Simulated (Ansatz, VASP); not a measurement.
# Cross-check of TiO2 (amorphous TiO2) between VASP and Ansatz, part 2 of 2

Wanted: the spread between two codes on one cell, functional and k mesh. The structure shown is the start of the Ansatz relaxation below; VASP solves that cell, so the two are compared at the walk's first step.

VASP 6.6.1 and Ansatz 0.2.0.

So far: Set-up; Ansatz: relaxation, LDA.

## Step 3: VASP: single point, LDA, start cell

Level of this step: LDA, spin-polarised from a ferromagnetic start; plane waves and PAW (Ti_sv, O) (VASP).

The same cell, functional (in two slightly different forms), mesh and smearing now go to VASP, with its own data sets.

Lines of VASP's logs that name or quote its potential files are left out, and so is its time.

INCAR reads:

```
SYSTEM = TiO2
PREC = Accurate
ENCUT = 520
EDIFF = 1E-06
NELM = 200
ISMEAR = -1
SIGMA = 0.01
LREAL = Auto
ALGO = Normal
GGA = CA
NELECT = 671
NBANDS = 400
ISPIN = 2
MAGMOM = -0 -0 -0 0 0 -0 -0.01 -0 -0 -0.04 -0 -0 -0 -0 -0.01 0 -0 -0 -0 0 -0 -0 -0 -0 -0 0 -0 -0 0 0 0.01 0 0 0 0.05 0 0 0.3 -0 -0 -0 0 -0 0.02 0 0 0 0 0 0.03 0 -0 -0 0.02 0 0 0 0 0 0.01 0 0 0 0.01 -0 0 0 0 0 -0 -0 0 0 0.45 0 0 -0 0 0 0 0 0 0 -0
LASPH = .TRUE.
LMAXMIX = 4
LORBIT = 11
LWAVE = .FALSE.
LCHARG = .FALSE.
ISIF = 2
GGA_COMPAT = .FALSE.
NCORE = 2
```

POSCAR reads:

```
TiO2
1.0
   10.4577200000      0.0000000000      0.0000000000
    0.0000000000     10.4577200000      0.0000000000
    0.0000000000      0.0000000000     10.4577200000
Ti O
28 56
Direct
    0.1783562765      0.8852407599      0.3777018318
    0.3712568323      0.2054271868      0.5485421296
    0.3545992817      0.1072700359      0.2154389293
    0.6529625961      0.8841124069      0.9169207055
    0.8171379612      0.2605634880      0.2481898540
    0.0487582379      0.6854362136      0.7109197798
    0.1400878968      0.6283396381      0.1597384516
    0.0614187414      0.1274943295      0.5359868117
    0.8681433429      0.4178635496      0.8443044947
    0.2505613078      0.3706065949      0.3270120064
    0.1224358656      0.8988288078      0.9658797520
    0.3594760617      0.4369690525      0.9324499030
    0.2634226198      0.5184208413      0.6178975914
    0.0986257043      0.2514792899      0.0454783643
    0.4574802156      0.6303381617      0.3729493618
    0.8735078009      0.6856943961      0.9523108287
    0.5863515183      0.1960943686      0.8415887976
    0.5446215810      0.9677444032      0.4156068436
    0.9396885746      0.4157407159      0.5151314053
    0.6394510467      0.4257907077      0.0153666382
    0.2968429065      0.1232964738      0.8896202996
    0.3972663257      0.6966814946      0.0459182307
    0.8757836316      0.7340414545      0.4548983909
    0.8643375420      0.9314362978      0.1746365365
    0.7560634632      0.0408215175      0.6345933913
    0.6396709799      0.7097053660      0.6882475339
    0.3178417475      0.8443044947      0.6895480086
    0.6465654081      0.4215641650      0.5229438157
    0.7034038012      0.0052210233      0.4756199248
    0.7376177599      0.7470079520      0.5498521666
    0.9630397448      0.2784163278      0.1656097123
    0.9932757810      0.3403514342      0.9207265064
    0.3716775741      0.0910045402      0.0348259468
    0.6298026721      0.0592480961      0.9322490944
    0.5994136389      0.5355086960      0.4045528088
    0.5115168507      0.0579284968      0.2709481608
    0.0832877530      0.5292262558      0.6180888377
    0.1314818144      0.4844746274      0.2491269608
    0.0608258779      0.0061676924      0.4115715471
    0.7152228210      0.7175369010      0.8470775657
    0.2226489139      0.7014530892      0.7262386065
    0.4208183046      0.1697597564      0.7717265331
    0.9335591314      0.5883500419      0.8101765968
    0.3335430667      0.2039163412      0.3749383231
    0.2723729455      0.9670941658      0.2594638219
    0.1321798633      0.7404482048      0.2960779214
    0.4771403327      0.7830005011      0.6982975257
    0.2538603061      0.9499584996      0.8254093627
    0.4482525828      0.0493319768      0.5342177836
    0.9879400099      0.6509927594      0.0783918483
    0.0127274396      0.8020295055      0.8655710805
    0.7917882674      0.3404183704      0.4201967542
    0.8614784102      0.3909265117      0.6644182480
    0.2706326044      0.3794899844      0.5181052849
    0.9030266636      0.5675520094      0.4363666268
    0.1205042782      0.0961395027      0.9695708051
    0.8046208925      0.0883175300      0.2227636617
    0.2439728736      0.2979521349      0.9348022322
    0.2304708866      0.7867680527      0.0370539659
    0.5170056188      0.3177556867      0.5449371373
    0.3508699793      0.6191598169      0.5082369771
    0.9974258251      0.7756757687      0.5763302135
    0.7873322292      0.5265488080      0.9814854481
    0.4040555685      0.6933633717      0.2095963556
    0.2241788841      0.2511063597      0.1780694071
    0.4997265178      0.3210738096      0.9566616815
    0.5068313170      0.8181515665      0.9769815983
    0.2121686180      0.1462555892      0.6153540160
    0.6358938660      0.5394961808      0.6576098805
    0.9270758827      0.0832686283      0.6339622786
    0.2604296156      0.8714232165      0.5311004693
    0.6742196196      0.1786718329      0.6929426299
    0.5038861243      0.5503876562      0.0001434347
    0.3794899844      0.4658663648      0.3011363854
    0.2648091553      0.5547098220      0.0288781876
    0.8581124758      0.8246826268      0.3062139740
    0.7867393658      0.8458057779      0.0337167184
    0.6953810200      0.9164330275      0.7389182346
    0.6945490987      0.3442815451      0.1571088153
    0.3459836370      0.4756581741      0.7676912367
    0.0196983664      0.9299254522      0.1066867348
    0.5139074292      0.7977647135      0.4038930092
    0.7162173017      0.3279204262      0.8832709233
    0.0421028675      0.2859131818      0.4597847332
```

KPOINTS reads:

```
Automatic mesh
0
Gamma
1 1 1
0 0 0
```

Potentials, in the order of the species: Ti_sv and O (LDA family, release 64).

Started as:

```console
$ mpirun -np 8 vasp_gam
```

Numbers of over 12 decimals in the logs are rounded to 6 here.

What it wrote:

```text
[banner, memory and clock lines left out]
running    8 mpi-ranks, on    1 nodes
[...]
LDA part: xc-table for (Slater(with rela. corr.)+CA(PZ))
 , standard interpolation
 POSCAR, INCAR and KPOINTS ok, starting setup
[...]
entering main loop
       N       E                     dE             d eps       ncg     rms          rms(c)
DAV:   1     0.132555855510E+05    0.13256E+05   -0.37005E+05  1600   0.206E+03
DAV:   2     0.234037449219E+04   -0.10915E+05   -0.10495E+05  1600   0.649E+02
DAV:   3    -0.656100906804E+03   -0.29965E+04   -0.28522E+04  1992   0.287E+02
DAV:   4    -0.100182548194E+04   -0.34572E+03   -0.34415E+03  2224   0.107E+02
DAV:   5    -0.103190483205E+04   -0.30079E+02   -0.30058E+02  2528   0.252E+01BRMIX: very serious problems
 the old and the new charge density differ
 old charge density:   672.00000 new  671.00000
    0.127E+02
DAV:   6    -0.819845047687E+03    0.21206E+03   -0.17589E+03  2320   0.106E+02    0.556E+01
DAV:   7    -0.811565932274E+03    0.82791E+01   -0.38939E+02  2320   0.413E+01    0.332E+01
DAV:   8    -0.809925853889E+03    0.16401E+01   -0.74289E+01  2344   0.218E+01    0.160E+01
DAV:   9    -0.807563531924E+03    0.23623E+01   -0.19222E+01  2344   0.971E+00    0.840E+00
[...]
DAV:  22    -0.807263153702E+03    0.12306E-04   -0.26157E-04  2080   0.344E-02    0.301E-02
DAV:  23    -0.807263156697E+03   -0.29942E-05   -0.38747E-05  2016   0.131E-02    0.242E-02
DAV:  24    -0.807263156402E+03    0.29466E-06   -0.76885E-06  1752   0.574E-03
   1 F= -.80726316E+03 E0= -.80725762E+03  d E =-.110702E-01  mag=    -0.5566
```

Parts of OUTCAR (step 3):

```text
  FREE ENERGIE OF THE ION-ELECTRON SYSTEM (eV)
  ---------------------------------------------------
  free  energy   TOTEN  =      -807.2631564020 eV

  energy  without entropy=     -807.2520862197  energy(sigma->0) =     -807.25762131

 magnetization (x)
# of ion       s       p       d       tot
------------------------------------------
    1       -0.000   0.000   0.000   0.000
    2        0.000   0.000   0.007   0.007
    3        0.000   0.000   0.003   0.003
    4       -0.000   0.000  -0.003  -0.003
    5        0.000  -0.000  -0.000  -0.000
    6       -0.000   0.000   0.001   0.000
    7        0.000  -0.001   0.006   0.005
    8       -0.000  -0.000  -0.001  -0.001
    9       -0.000  -0.000  -0.001  -0.001
   10        0.001   0.001   0.016   0.017
   11       -0.000   0.000   0.000   0.000
   12        0.000  -0.000   0.001   0.001
   13        0.000   0.000   0.001   0.001
[...]
--------------------------------------------------
tot         -0.005  -0.511   0.060  -0.456
```

The magnetic state follows from one typed start and may not be the lowest. The cell is charged against a uniform background.

The run ends at a pressure of -4.93 GPa, with forces up to 1.3 eV/Å.

## Step 4: Side by side

Known differences besides the potentials themselves: VASP starts from the moments at which Ansatz ended; the two LDA forms differ slightly; the cutoff is 420 eV in Ansatz and 520 eV in VASP (PREC = Accurate, projectors in real space); VASP's log shows a relativistic correction to its local exchange, Ansatz's none. Total energies have different zeros and are not compared.

Forces on 7 of the 84 atoms, those with the largest forces and the largest differences (eV/Å; atoms numbered as in POSCAR):

```csv
atom,"Ansatz x, y, z","VASP x, y, z"
Ti7,"-0.139, 0.523, -0.266","-0.040, 0.616, -0.386"
Ti10,"-0.730, -0.704, 0.073","-0.976, -0.887, 0.147"
Ti13,"-0.160, 0.331, 0.476","-0.189, 0.379, 0.574"
Ti22,"-0.027, 0.032, -0.409","-0.059, 0.030, -0.647"
Ti28,"0.497, -0.130, 0.227","0.705, -0.172, 0.267"
O64,"0.011, -0.136, 0.506","0.006, -0.120, 0.726"
O74,"0.383, 0.377, -0.163","0.624, 0.548, -0.219"
```

The forces differ by 73 meV/Å r.m.s., which is 37.5 % of the r.m.s. force of 0.195 eV/Å (both taken over all components). VASP's last cycles still show a density residual of 2e-03, so its state may not be settled. Moments aren't recorded for both runs of this pair, so they may hold unlike magnetic states. The cell carries a charge of +1 e against a uniform background, so its pressure also hangs on how the neutralising background is counted, and in a defect's cell a gap may be the spacing between its levels.

## Step 5: Summary of results

| Quantity | Value |
| --- | --- |
| r.m.s. force difference (single point, LDA, start cell) | 73 meV/Å |

What this shows: The r.m.s. force difference is 73 meV/Å (single point, LDA, start cell), beyond the 12 meV/Å picked in this series as the mark of a large difference. What causes the difference of the single point, LDA, start cell pair stays open here. 1 further run of this series is not shown here. How closely two codes agree says nothing of how well the functional describes the real material.

[Lines on the potential files, build, host, timing and source positions are cut from VASP's logs without a mark.]

[Logs are printed without paths, hosts, clocks, repeated set-up lines and the standing remarks that a program may print on its own settings, such as how far it seeks lower states.]

[Hosts, paths, dates, database ids (printed as entryN), source tags and the programs' standing remarks are cut or masked in the printed files.]
